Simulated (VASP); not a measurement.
Ge, 2 atoms in the cell. Symmetry: Fd-3m, No. 227, cubic system. The conventional cell has a = 5.756 Å, b = 5.756 Å, c = 5.756 Å, α = 90.00°, β = 90.00°, γ = 90.00°. Around Ge (site symmetry -43m) lie 4 Ge at 2.49 Å. The cell was built by a generator and needn't be a form met in nature.

- Program: VASP 6.6.1
- Task: band structure
- Functional: PBE
- Potentials or basis: VASP PAW PBE potentials, release 64 (Ge_d)
- Cutoff: 700 eV
- k mesh: 10 × 10 × 10
- Occupations: gaussian, width 0.02 eV
- Spin: no spin polarisation
- Further INCAR settings: ALGO = Normal; EDIFF = 1e-06; NBANDS = 21

Potentials or basis: VASP PAW PBE potentials, release 64 (Ge_d).

Run with:

```sh
$ cat potpaw_PBE.64/Ge_d/POTCAR > POTCAR
$ mpirun -np 1 vasp_std > vasp.out
```

Hardware: 1 thread of Intel(R) Xeon(R) 6975P-C (Granite Rapids), with other jobs on the host.

Q: How long does it take, and how much memory?

A: Run time: 89 s on 1 thread of Intel(R) Xeon(R) 6975P-C (Granite Rapids) (shared host), peak memory 0.25 GiB. Counts: scf iterations 51, k points 47.
